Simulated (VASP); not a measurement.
Given:

```
Mo
1.0
    0.00000     2.82583     2.82583
    2.82583     0.00000     2.82583
    2.82583     2.82583     0.00000
Mo
2
Direct
  0.75000   0.75000   0.75000
  0.50000   0.50000   0.50000
```

Calculation: r2SCAN meta-GGA, VASP's PBE PAW potentials (set 64) (plane waves; VASP). Numerical set-up: 400 eV cut-off, 13×13×13 Γ-centred mesh, tetrahedra with Blöchl corrections, potentials Mo_sv.

Q: Give the energies of bands 9 to 17 at the high-symmetry points, in eV from the Fermi level.

A: 
```
band      Γ      X      U      L      W
----  -----  -----  -----  -----  -----
9     -5.03  -3.21  -3.49  -2.31  -3.36
10    -2.36  -3.21  -2.86  -2.27  -3.36
11    -2.36  -1.72  -2.13  -2.09  -1.18
12    -1.50  -1.72  -1.03  -2.09  -1.18
13    -1.50  -0.02  -0.38  -1.77  -0.08
14    -1.50  -0.02   0.27  -1.77  -0.08
15     1.40   0.63   0.43   0.37   0.23
16     1.40   0.63   0.57   2.46   0.23
17     1.40   4.22   3.40   2.46   4.75
```

It has no gap at this level: it comes out as a metal or semimetal.

The structure was generated: Mo was put into the diamond type (Fd-3m), which need not be its known phase. It was relaxed first.
